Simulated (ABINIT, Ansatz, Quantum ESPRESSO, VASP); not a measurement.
## SnPt (P1, 4 atoms in the cell) computed with different codes at matched settings

Self-consistent single point.

```
CELL_PARAMETERS angstrom
      4.14407     0.00000     0.00000
     -2.07204     3.58887     0.00000
      0.00000     0.00000     5.47558
ATOMIC_POSITIONS crystal
  Sn 0.65688 0.32776 0.74414
  Sn 0.33283 0.67882 0.25132
  Pt 0.99530 0.98717 0.49710
  Pt 0.01498 0.00625 0.00744
```

All programs got the same cell, k-point mesh and kind of occupations (in Ansatz's words: kpoints.mp_grid.grid = 5 5 4; scf.occupations.method = fermi_dirac; scf.occupations.width = 0.1 eV); potentials, basis and cutoffs are each program's usual ones.

```csv
code,model,pressure (GPa),largest force (eV/Å),cutoff
Ansatz,"LDA (PW92), PAW files made with PBE",-4.71,0.838,default
ABINIT,"LDA (PW92), norm-conserving pseudopotentials (PseudoDojo nc-sr-04 LDA standard)",-4.52,0.843,42 Ha
VASP,"LDA (PZ), VASP's LDA PAW potentials (set 64)",-4.80,0.849,300 eV
Quantum ESPRESSO,"LDA (PZ), GBRV 1.5 ultrasoft (LDA) pseudopotentials",-5.17,0.843,40 Ry
```

Size of the force on each atom (eV/Å): Sizes of forces hide their directions.

```
code                Sn1    Sn2    Pt3    Pt4
----------------  -----  -----  -----  -----
Ansatz            0.407  0.613  0.715  0.838
ABINIT            0.414  0.623  0.717  0.843
VASP              0.414  0.623  0.722  0.849
Quantum ESPRESSO  0.411  0.620  0.718  0.843
```

The spread over the programs that give each value: pressure within 0.65 GPa; largest force within 0.011 eV/Å.

The starting cell comes from a database of computed structures (which also holds hypothetical and non-ambient phases and stackings), without a prior relaxation at this level. Its atoms were displaced at random from the sites of space group no. 194. On Ansatz's run: Spin-orbit coupling is off. Spin polarisation is off. In the base run, with a pressure of about -5 GPa the cell is away from its equilibrium volume at this level.

**Question.** Why do the programs differ, and what cannot be compared?

**Answer.** Differences of this kind can come from the potentials, where these differ, and from what each basis and cutoff leave unconverged. The valence holds different numbers of electrons (Ansatz (an electronic-structure program) 64, ABINIT 64, VASP 48, Quantum ESPRESSO 60). The zero of total energies and Fermi levels follows the potentials and each program's conventions, so they are not compared here. Ansatz's pressure is given at a fixed set of plane waves, as the other plane-wave codes print theirs. The same LDA comes in different parametrisations, which differ slightly.

VASP's run is marked for a possible Pulay error in its stress at this cutoff; no cutoff test was made.

Left out of this page: GPAW, Elk, FLEUR and SIESTA (not drawn, or without a comparable value).

Keys are those of Ansatz 0.2.
